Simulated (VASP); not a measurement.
Input:

```
CELL_PARAMETERS angstrom
      0.00000     2.76128     2.76128
      2.76128     0.00000     2.76128
      2.76128     2.76128     0.00000
ATOMIC_POSITIONS crystal
  Ag 0.00000 0.00000 0.00000
  Cl 0.50000 0.50000 0.50000
```

The numbers are results of revTPSS meta-GGA, VASP's PBE PAW potentials (set 64) (plane waves; VASP), not measurements. Numerical set-up: 520 eV cut-off, 9×9×9 Γ-centred mesh, tetrahedra with Blöchl corrections, potentials Ag Cl.

### Question
Give the energies of bands 2 to 11 at the high-symmetry points, in eV from the valence-band maximum.

### Answer

| band | Γ | X | U | L | W |
|---|---|---|---|---|---|
| 2 | -2.48 | -4.60 | -4.43 | -5.50 | -4.37 |
| 3 | -2.48 | -3.25 | -4.43 | -4.31 | -4.23 |
| 4 | -2.48 | -3.25 | -3.94 | -4.31 | -4.23 |
| 5 | -2.47 | -2.83 | -2.33 | -2.07 | -2.01 |
| 6 | -2.47 | -2.20 | -2.01 | -2.07 | -2.01 |
| 7 | -2.47 | -1.95 | -1.84 | -1.76 | -1.95 |
| 8 | -2.40 | -1.95 | -1.64 | 0.00 | -1.93 |
| 9 | -2.40 | -1.84 | -1.06 | 0.00 | -1.18 |
| 10 | 0.91 | 2.53 | 3.77 | 4.08 | 4.39 |
| 11 | 10.86 | 7.81 | 7.17 | 6.79 | 7.78 |

The gap is indirect, 0.91 eV, from the valence maximum at L to the conduction minimum at Γ.

The compound is AgCl in the rock salt structure. It was relaxed first.
